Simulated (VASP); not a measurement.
Consider the following.

```
Br
1.0
    2.24000    -3.33500     0.00000
    2.24000     3.33500     0.00000
    0.00000     0.00000     8.72000
Br
4
Direct
  0.86420   0.86284   0.89092
  0.64009   0.63763   0.38480
  0.36318   0.36226   0.61164
  0.13253   0.13727   0.11264
```

All values below come from PBE GGA, VASP's PBE PAW potentials (set 64) (plane waves; VASP). Numerical set-up: 180 eV cut-off, 6×6×6 Γ-centred mesh, first-order Methfessel-Paxton smearing of 0.20 eV, potentials Br.

At this cut-off the stress carries a Pulay error, which pulls relaxed volumes low.  Energy and stress use the plane-wave basis of the starting cell.

### Question
The ions, cell shape and volume are relaxed. Predict the relaxed structure.

### Answer

```
Br
1.0
    2.09003    -3.24389     0.00090
    2.08996     3.24392     0.00089
   -0.00134     0.00005     8.39256
Br
4
Direct
  0.84215   0.84257   0.87989
  0.65779   0.65756   0.38012
  0.34603   0.34511   0.62010
  0.15403   0.15476   0.11989
```
Space group Cmce (64), at a tolerance of 0.03 Å.

### Question
How do energy and volume change from the first to the last step?

### Answer
The energy (σ→0) changes by -68.9 meV/atom and the volume by -12.7 %, in 20 ionic steps.

The structure is a typed Br crystal. In the starting cell atoms are displaced from their ideal sites. This run relaxes it. The run is one of a series of settings (EDIFFG = -0.01, ENCUT = 180, IBRION = 2, ISIF = 3, ISMEAR = 1, NSW = 50, SIGMA = 0.2, KPOINTS 6×6×6 Γ-centred mesh against the base run), some of them coarse on purpose.
